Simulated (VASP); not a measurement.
# Tc3Sn (P6_3/mmc) in VASP: equation of state

How stiff is Tc3Sn in PBE, and what volume does it want? The cell is scaled to several volumes.

Program: VASP 6.6.1. These are calculated values, not measurements. Logs are shortened: lines on timing, memory, paths and dates and some standing lists are left out, and cuts for length are marked.

## (1) The crystal as given

It takes space group P6_3/mmc (No. 194, hexagonal). Conventional cell: a = 5.653 Å, b = 5.653 Å, c = 4.603 Å, α = 90.00°, β = 90.00°, γ = 120.00°. Around Sn (site symmetry -6m2) lie 12 Tc at 2.83 Å. Tc (site symmetry mm2) has 8 Tc at 2.80 to 2.86 Å and 4 Sn at 2.83 Å as nearest neighbours.

The cell comes from a database or a generator and needn't be the stable form of this composition.

## (2) Equation of state, PBE, 14.97 Å³/atom (volume scaled by 0.94)

INCAR

```
PREC = Accurate
ENCUT = 520
EDIFF = 1E-7
ISMEAR = -1
SIGMA = 0.05
LREAL = False
LASPH = True
NELM = 80
ALGO = Normal
ISIF = 2
LWAVE = False
LCHARG = False
GGA = PE
NBANDS = 63
```

KPOINTS

```
Automatic mesh
0
Gamma
  6 6 6
```

POSCAR

```
Tc3Sn
1.0
    5.5379506909      0.0000000000      0.0000000000
   -2.7689753454      4.7960059832      0.0000000000
    0.0000000000      0.0000000000      4.5091680821
Sn Tc
2 6
Direct
    0.3333333333      0.6666666667      0.7500000000
    0.6666666667      0.3333333333      0.2500000000
    0.1649190050      0.3298380100      0.2500000000
    0.1649190050      0.8350809950      0.2500000000
    0.6701619900      0.8350809950      0.2500000000
    0.8350809950      0.6701619900      0.7500000000
    0.8350809950      0.1649190050      0.7500000000
    0.3298380100      0.1649190050      0.7500000000
```

Potentials or basis: VASP PAW PBE potentials, release 64 (Sn_d, Tc_pv).

Command:

```sh
$ cat potpaw_PBE.64/Sn_d/POTCAR potpaw_PBE.64/Tc_pv/POTCAR > POTCAR
$ mpirun -np 1 vasp_std > vasp.out
```

OUTCAR:

```text
PREC = Accurate
   ENCUT = 520
   EDIFF = 1E-7
   ISMEAR = -1
   LREAL = False
   LASPH = True
   NELM = 80
   ISIF = 2
   GGA = PE

 Found     28 irreducible k-points:

 Following reciprocal coordinates:
            Coordinates               Weight
  0.000000  0.000000  0.000000      1.000000
  0.166667  0.000000  0.000000      6.000000
  0.333333  0.000000  0.000000      6.000000
  0.500000  0.000000  0.000000      3.000000
  0.166667  0.166667  0.000000      6.000000
  0.333333  0.166667  0.000000     12.000000
   k-points           NKPTS =     28   k-points in BZ     NKDIM =     28   number of bands    NBANDS=     63
   number of dos      NEDOS =    301   number of ions     NIONS =      8
   total plane-waves  NPLWV =  63504
   dimension x,y,z NGX =    42 NGY =   42 NGZ =   36
   dimension x,y,z NGXF=    84 NGYF=   84 NGZF=   72
   ions per type =               2   6
   NGX,Y,Z   is equivalent  to a cutoff of  12.61, 12.61, 13.27 a.u.
   NGXF,Y,Z  is equivalent  to a cutoff of  25.22, 25.22, 26.55 a.u.
 SYSTEM =  unknown system
   PREC   = accura    normal or accurate (medium, high low for compatibility)
   ISTART =      0    job   : 0-new  1-cont  2-samecut
   ICHARG =      2    charge: 1-file 2-atom 10-const
   ISPIN  =      1    spin polarized calculation?
   LNONCOLLINEAR =      F non collinear calculations
   LSORBIT =      F    spin-orbit coupling
   LASPH  =      T    aspherical Exc in radial PAW
   ENCUT  =  520.0 eV  38.22 Ry    6.18 a.u.  10.30 10.30  8.38*2*pi/ulx,y,z
   NELM   =     80;   NELMIN=  2; NELMDL= -5     # of ELM steps
   EDIFF  = 0.1E-06   stopping-criterion for ELM
   LREAL  =      F    real-space projection
   EDIFFG = 0.1E-05   stopping-criterion for IOM
   NSW    =      0    number of steps for IOM
   IBRION =     -1    ionic relax: 0-MD 1-quasi-New 2-CG
   NFREE  =      0    steps in history (QN), initial steepest desc. (CG)
   ISIF   =      2    stress and relaxation
   ISYM   =      2    0-nonsym 1-usesym 2-fastsym
   POTIM  = 0.5000    time-step for ionic-motion
   TEBEG  =    0.0;   TEEND  =   0.0 temperature during run
   PSTRESS=    0.0 pullay stress
   NELECT =     106.0000    total number of electrons
   NUPDOWN=      -1.0000    fix difference up-down
   EMIN   =  10.00;   EMAX   =-10.00  energy-range for DOS
   EFERMI =   0.00;   METHOD = LEGACY
   ISMEAR =    -1;   SIGMA  =   0.05  broadening in eV -4-tet -1-fermi 0-gaus
   EFERMI_NEDOS =   21; number of points for ismear=-14 and -15
   IALGO  =     38    algorithm
   IMIX   =      4    mixing-type and parameters
     AMIX     =   0.40;   BMIX     =  1.00
     AMIX_MAG =   1.60;   BMIX_MAG =  1.00
  volume/ion in A,a.u.               =      14.97       101.03
  Fermi-wavevector in a.u.,A,eV,Ry     =   1.571816  2.970302 33.614630  2.470606
  Thomas-Fermi vector in A             =   2.673343
   LORBIT       =      0    0 simple, 1 ext, 2 COOP (PROOUT), +10 PAW based schemes
   GGA     = PE    functional components
[... 5 lines left out ...]
 non-spin polarized calculation
  energy-cutoff  :      520.00
  volume of cell :      119.76
 maximum number of plane-waves:      3242
 NGX is ok and might be reduce to    42
   NGX = 21   NGY = 21   NGZ = 17

 number of electron     106.0000013 magnetization

 Free energy of the ion-electron system (eV)
  ---------------------------------------------------
  ext. energy  EPLUGINS =         0.00000000
  ---------------------------------------------------
  free energy    TOTEN  =       -67.48733602 eV

  energy without entropy =      -67.39750489  energy(sigma->0) =      -67.44242045

 E-fermi :  13.5360     XC(G=0): -13.4995

 val. band max:       13.5203720901   @ k =   0.3333   0.0000   0.5000
 cond. band min:      13.5362780148   @ k =   0.1667   0.1667   0.3333
 fundamental gap:      0.0159059247
 Fermi energy:        13.5360331320

 k-point     1 :       0.0000    0.0000    0.0000
  band No.  band energies     occupation
      1     -25.9479      2.00000
      2     -25.9205      2.00000
      3     -25.7632      2.00000
      4     -25.6636      2.00000
      5     -25.6636      2.00000
      6     -25.6206      2.00000
[... 55 lines left out ...]
     62      16.3807      0.00000
     63      16.6025      0.00000

 k-point     2 :       0.1667    0.0000    0.0000
  band No.  band energies     occupation
      1     -25.9110      2.00000
      2     -25.9075      2.00000
      3     -25.7292      2.00000
      4     -25.6595      2.00000
      5     -25.6442      2.00000
      6     -25.6311      2.00000
[... 55 lines left out ...]
     62      16.0771      0.00000
     63      16.7545      0.00000

 k-point     3 :       0.3333    0.0000    0.0000
  band No.  band energies     occupation
      1     -25.8896      2.00000
      2     -25.8157      2.00000
      3     -25.6829      2.00000
      4     -25.6548      2.00000
      5     -25.6243      2.00000
      6     -25.6181      2.00000
[... 55 lines left out ...]
     62      16.2042      0.00000
     63      16.8719      0.00000

 k-point     4 :       0.5000    0.0000    0.0000
  band No.  band energies     occupation
      1     -25.8770      2.00000
      2     -25.7668      2.00000
      3     -25.6769      2.00000
      4     -25.6686      2.00000
      5     -25.6256      2.00000
      6     -25.5498      2.00000
[... 55 lines left out ...]
     62      16.9029      0.00000
     63      17.0661      0.00000

 k-point     5 :       0.1667    0.1667    0.0000
  band No.  band energies     occupation
      1     -25.8954      2.00000
      2     -25.8377      2.00000
      3     -25.6755      2.00000
      4     -25.6455      2.00000
      5     -25.6426      2.00000
      6     -25.6268      2.00000
[... 55 lines left out ...]
     62      15.9405      0.00000
     63      16.9287      0.00000

 k-point     6 :       0.3333    0.1667    0.0000
  band No.  band energies     occupation
      1     -25.8774      2.00000
      2     -25.7501      2.00000
      3     -25.6611      2.00000
      4     -25.6435      2.00000
      5     -25.6335      2.00000
      6     -25.5957      2.00000
[... 55 lines left out ...]
     62      16.9110      0.00000
     63      17.0419      0.00000

 [... further k-points ...]

------------------------ aborting loop because EDIFF is reached ----------------------------------------

  FORCE on cell =-STRESS in cart. coord.  units (eV):
  Direction    XX          YY          ZZ          XY          YZ          ZX
  --------------------------------------------------------------------------------------
  -------------------------------------------------------------------------------------
  Total       11.0469420     11.0469420     10.1824001      0.0000000      0.0000000      0.0000000
  in kB      147.7840052    147.7840052    136.2183180      0.0000000      0.0000000      0.0000000
  external PRESSURE =     143.9287762 kB  Pullay stress =       0.0000000 kB

 VOLUME and BASIS-vectors are now :
 -----------------------------------------------------------------------------
  energy-cutoff  :      520.00
  volume of cell :      119.76
      direct lattice vectors                 reciprocal lattice vectors
     5.537950691  0.000000000  0.000000000     0.180572211  0.104253415  0.000000000
    -2.768975345  4.796005983  0.000000000     0.000000000  0.208506829  0.000000000
     0.000000000  0.000000000  4.509168082     0.000000000  0.000000000  0.221770398

 POSITION                                       TOTAL-FORCE (eV/Angst)
 -----------------------------------------------------------------------------------
     -0.00000      3.19734      3.38188         0.000000      0.000000      0.000000
      2.76898      1.59867      1.12729        -0.000000      0.000000      0.000000
      0.00000      1.58191      1.12729         0.000000      0.014122     -0.000000
     -1.39901      4.00505      1.12729         0.012230     -0.007061     -0.000000
      1.39901      4.00505      1.12729        -0.012230     -0.007061      0.000000
      2.76898      3.21410      3.38188        -0.000000     -0.014122      0.000000
      4.16798      0.79095      3.38188        -0.012230      0.007061      0.000000
      1.36997      0.79095      3.38188         0.012230      0.007061      0.000000
 -----------------------------------------------------------------------------------
    total drift:                               -0.000000      0.000000      0.000000

  FREE ENERGIE OF THE ION-ELECTRON SYSTEM (eV)
  ---------------------------------------------------
  free  energy   TOTEN  =       -67.4873360155 eV

  energy  without entropy=      -67.3975048858  energy(sigma->0) =      -67.44242045
```

stdout:

```text
POSCAR found type information on POSCAR SnTc
 POSCAR found :  2 types and       8 ions
 scaLAPACK will be used
 LDA part: xc-table for (Slater+PW92), standard interpolation
 POSCAR, INCAR and KPOINTS ok, starting setup
 FFT: planning ... GRIDC
 FFT: planning ... GRID_SOFT
 FFT: planning ... GRID
 WAVECAR not read
 entering main loop
```

It took 2.8 min on 1 thread of AMD EPYC 9R45 (Zen 5), shared host; peak memory 0.3 GiB.

Results:

```yaml
Free_energy: -67.4873 eV
Pressure: 14.4 GPa
Largest_force: 0.014 eV/Å
Band_gap_on_the_k_mesh: none (metal or under the smearing width)
```

[end of part 1 of 2]
